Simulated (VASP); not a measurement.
```
Zn
1.0
    1.32556    -2.29593     0.00000
    1.32556     2.29593     0.00000
    0.00000     0.00000     4.82173
Zn
2
Direct
  0.33333   0.66667   0.25000
  0.66667   0.33333   0.75000
```

All values below come from optB86b-vdW, VASP's PBE PAW potentials (set 64) (plane waves; VASP). Numerical set-up: 520 eV cut-off, 18×18×9 Γ-centred mesh, tetrahedra with Blöchl corrections, potentials Zn.

What does the run give for the energy per atom (σ→0), band gap (on the k-mesh) with the smallest direct gap where there is one?

band gap (on the k-mesh): none (metal, semimetal or under 0.01 eV)
energy per atom (σ→0): 184.4 kJ/mol of atoms

Total energies compare only between runs with the same potentials, cut-off and functional.

The compound is Zn in the hcp structure. It was relaxed first.
